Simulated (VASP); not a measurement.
A VASP calculation is set up with these files.

KPOINTS:
```
Automatic mesh
0
Gamma
3 3 3
0 0 0
```

### INCAR
```
SYSTEM = CsSnBr3
PREC = Accurate; ENCUT = 300; LREAL = F
LASPH = T
EDIFF = 1E-6; NELM = 100; ALGO = Normal
LMAXMIX = 4
ISMEAR = 0; SIGMA = 0.01
ISIF = 2
LWAVE = F; LCHARG = F
```

File POSCAR:
```
CsSnBr3
1
    5.8390100000     0.0000000000     0.0000000000
    0.0000000000     5.8390100000     0.0000000000
    0.0000000000     0.0000000000     5.8390100000
Cs Sn Br
1 1 3
Direct
  0.0000000000   0.0000000000   0.0000000000
  0.5000000000   0.5000000000   0.5000000000
  0.5000000000   0.0000000000   0.5000000000
  0.0000000000   0.5000000000   0.5000000000
  0.5000000000   0.5000000000   0.0000000000
```

POTCAR, in this order: Cs_sv Sn_d Br (LDA.64 set). Program: vasp_std.

Question: Translate this LDA calculation to Quantum ESPRESSO's pw.x.

Answer: One equivalent input (not run):
```
&CONTROL
  calculation = 'scf'
  pseudo_dir = './pseudo'
  outdir = './out'
  tprnfor = .true.
  tstress = .true.
/
&SYSTEM
  ibrav = 0
  nat = 5
  ntyp = 3
  ecutwfc = 72
  occupations = 'smearing'
  smearing = 'gaussian'
  degauss = 0.000735
  input_dft = 'pz'
/
&ELECTRONS
  conv_thr = 7.3e-08
  electron_maxstep = 100
/
ATOMIC_SPECIES
  Cs 132.905 Cs.upf
  Sn 118.710 Sn.upf
  Br 79.904 Br.upf
CELL_PARAMETERS angstrom
     5.8390100    0.0000000    0.0000000
     0.0000000    5.8390100    0.0000000
     0.0000000    0.0000000    5.8390100
ATOMIC_POSITIONS crystal
  Cs   0.0000000  0.0000000  0.0000000
  Sn   0.5000000  0.5000000  0.5000000
  Br   0.5000000  0.0000000  0.5000000
  Br   0.0000000  0.5000000  0.5000000
  Br   0.5000000  0.5000000  0.0000000
K_POINTS automatic
  3 3 3 0 0 0
```
What does not carry over: the potentials are each code's own (VASP's PAW set, PseudoDojo norm-conserving files in pw.x), so ENCUT and ecutwfc are chosen apart and not converted; conv_thr bounds pw.x's estimated SCF error, while EDIFF bounds the energy change between steps.

The structure comes from a computed database's CsSnBr3 entry (Pm-3m); how it stands against other phases isn't given here. The cell was not relaxed at this level. The run is one of a series of settings (GGA removed, POTCAR Cs_sv Sn_d Br (LDA.64 set) against the base run), some of them coarse on purpose.
